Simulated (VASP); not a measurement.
All values below come from vdW-DF2, VASP's PBE PAW potentials (set 64) (plane waves; VASP).

A VASP calculation is set up with these files.

**POSCAR**
```
MgH2
1
    4.4328270846     0.0000000000     0.0000000000
    0.0000000000     4.4328270846     0.0000000000
    0.0000000000     0.0000000000     2.9400082414
Mg H
2 4
Direct
  0.0000000000   0.0000000000   0.0000000000
  0.5000000000   0.5000000000   0.5000000000
  0.3040265761   0.3040265761   0.0000000000
  0.8040265761   0.1959734239   0.5000000000
  0.1959734239   0.8040265761   0.5000000000
  0.6959734239   0.6959734239   0.0000000000
```

**INCAR**
```
# general
SYSTEM   = MgH2
PREC     = Accurate
ENCUT    = 520
LREAL    = .FALSE.
LASPH    = .TRUE.

# electronic loop
EDIFF    = 1E-7
NELM     = 100
ALGO     = Normal

# smearing
ISMEAR   = 0
SIGMA    = 0.05

# functional
GGA      = ML
LUSE_VDW = .TRUE.
AGGAC    = 0.0
ZAB_VDW  = -1.8867

# ions
IBRION   = 2
NSW      = 30
ISIF     = 4
EDIFFG   = -0.01

# output
LWAVE    = .FALSE.
LCHARG   = .FALSE.
```

File KPOINTS:
```
Automatic mesh
0
Gamma
5 5 7
0 0 0
```

POTCAR, in this order: Mg H (PBE.64 set). Program: vasp_std.

Q: What will the output report for the number of irreducible k-points (NKPTS), largest plane-wave count, number of space-group operations, FFT grid (NGX, NGY, NGZ)?

A: 
```json
{
  "number of irreducible k-points (NKPTS)": "24",
  "largest_plane_wave_count": "1574",
  "number_of_space_group_operations": "16",
  "FFT grid (NGX, NGY, NGZ)": "36 × 36 × 24"
}
```

The compound is MgH2 in the rutile structure. This cell is one point of a volume scan, at 0.94 of the reference volume. Symmetry was kept, so distortions that lower it aren't found.
